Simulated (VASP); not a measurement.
OSZICAR of a VASP run on Be (hcp):

OSZICAR:
```
       N       E                     dE             d eps       ncg     rms          rms(c)
DAV:   1    -0.511255401267E+00   -0.51126E+00   -0.18677E+03  2676   0.558E+02
DAV:   2    -0.587121038228E+01   -0.53600E+01   -0.51184E+01  4116   0.668E+01
DAV:   3    -0.590103121225E+01   -0.29821E-01   -0.29795E-01  3450   0.471E+00
DAV:   4    -0.590106140474E+01   -0.30192E-04   -0.30192E-04  3918   0.137E-01
DAV:   5    -0.590106142337E+01   -0.18635E-07   -0.18819E-07  3414   0.185E-03    0.124E+00
DAV:   6    -0.579144895464E+01    0.10961E+00   -0.15982E-02  3036   0.131E+00    0.754E-01
DAV:   7    -0.575221794526E+01    0.39231E-01   -0.14795E-02  3438   0.149E+00    0.611E-02
DAV:   8    -0.575226464050E+01   -0.46695E-04   -0.32145E-05  3714   0.848E-02    0.242E-02
DAV:   9    -0.575220989648E+01    0.54744E-04   -0.42228E-05  2862   0.106E-01    0.321E-03
DAV:  10    -0.575220618581E+01    0.37107E-05   -0.95296E-07  3438   0.158E-02    0.558E-04
DAV:  11    -0.575220572846E+01    0.45735E-06   -0.53164E-08  2670   0.364E-03    0.510E-05
DAV:  12    -0.575220575407E+01   -0.25611E-07   -0.16364E-09  1776   0.556E-04
   1 F= -.57522058E+01 E0= -.57521579E+01  d E =-.575221E+01
       N       E                     dE             d eps       ncg     rms          rms(c)
DAV:   1    -0.575358856272E+01   -0.13828E-02   -0.14708E-02  3318   0.823E-01    0.458E-02
DAV:   2    -0.575359643764E+01   -0.78749E-05   -0.61685E-05  3180   0.779E-02    0.292E-02
DAV:   3    -0.575359823826E+01   -0.18006E-05   -0.28853E-06  3870   0.257E-02    0.351E-04
DAV:   4    -0.575359820602E+01    0.32236E-07   -0.41176E-09  2778   0.845E-04
   2 F= -.57535982E+01 E0= -.57535300E+01  d E =-.139245E-02
```

Which electronic solver shows in the log?

It is blocked Davidson (ALGO = Normal, or the opening steps of other solvers). The INCAR had ALGO = Normal.

Can the final energy be trusted as converged?

The calculation finished and met its thresholds. It stopped with EDIFF = 1E-7, NELM = 100, NSW = 30 and EDIFFG = -0.01 after 2 ionic steps (vdW-DF2, plane waves, VASP's PBE PAW potentials (set 64)).

The compound is Be in the hcp structure. This cell is one point of a volume scan, at 0.94 of the reference volume. Symmetry was kept, so distortions that lower it aren't found.
